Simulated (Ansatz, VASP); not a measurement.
# One calculation of B17AuN18 (a cell with a defect), two programs

```
CELL_PARAMETERS angstrom
7.49472 0.00000 0.00000
-3.74736 6.49062 0.00000
0.00000 0.00000 6.63570
ATOMIC_POSITIONS crystal
Au 0.11111 0.22222 0.25000
B 0.11111 0.55556 0.25000
B 0.11111 0.88889 0.25000
B 0.44444 0.22222 0.25000
B 0.44444 0.55556 0.25000
B 0.44444 0.88889 0.25000
B 0.77778 0.22222 0.25000
B 0.77778 0.55556 0.25000
B 0.77778 0.88889 0.25000
B 0.22222 0.11111 0.75000
B 0.22222 0.44444 0.75000
B 0.22222 0.77778 0.75000
B 0.55556 0.11111 0.75000
B 0.55556 0.44444 0.75000
B 0.55556 0.77778 0.75000
B 0.88889 0.11111 0.75000
B 0.88889 0.44444 0.75000
B 0.88889 0.77778 0.75000
N 0.11111 0.22222 0.75000
N 0.11111 0.55556 0.75000
N 0.11111 0.88889 0.75000
N 0.44444 0.22222 0.75000
N 0.44444 0.55556 0.75000
N 0.44444 0.88889 0.75000
N 0.77778 0.22222 0.75000
N 0.77778 0.55556 0.75000
N 0.77778 0.88889 0.75000
N 0.22222 0.11111 0.25000
N 0.22222 0.44444 0.25000
N 0.22222 0.77778 0.25000
N 0.55556 0.11111 0.25000
N 0.55556 0.44444 0.25000
N 0.55556 0.77778 0.25000
N 0.88889 0.11111 0.25000
N 0.88889 0.44444 0.25000
N 0.88889 0.77778 0.25000
```

Alike in both runs: task electric field gradients; functional PBE; dispersion D4; k mesh 3 × 3 × 3; no spin polarisation.

```csv
,VASP,Ansatz
version,VASP 6.6.1,Ansatz 0.2.0
potentials or method,"VASP PAW PBE potentials, release 64 (Au, B, N)","plane-wave PAW, scalar-relativistic"
plane-wave cutoff (eV),520,420
occupations,tetrahedron,tetrahedron-uncorrected
valence electrons in the cell,152,160
```

|  | VASP | Ansatz | Ansatz less VASP |
| --- | --- | --- | --- |
| rms of the force components (eV/Å) | 7.916 | 7.892 | -0.0234 |
| dispersion energy (meV/atom) | -177.2 | -177.2 | -0.07 |
| Vzz of the field gradient on the site that differs most (V/Å²) | 2607.6 | 1217.4 | -1390.19 |

Atom by atom the forces differ by 0.025 eV/Å (rms over components). The two sets of potentials don't hold the same shells in valence. Ansatz warned: «band_table_not_solved_further».

Caveats: tetrahedron occupations give inexact forces and stress in metals. The runs have no spin-orbit coupling, so splittings on Au are missing.
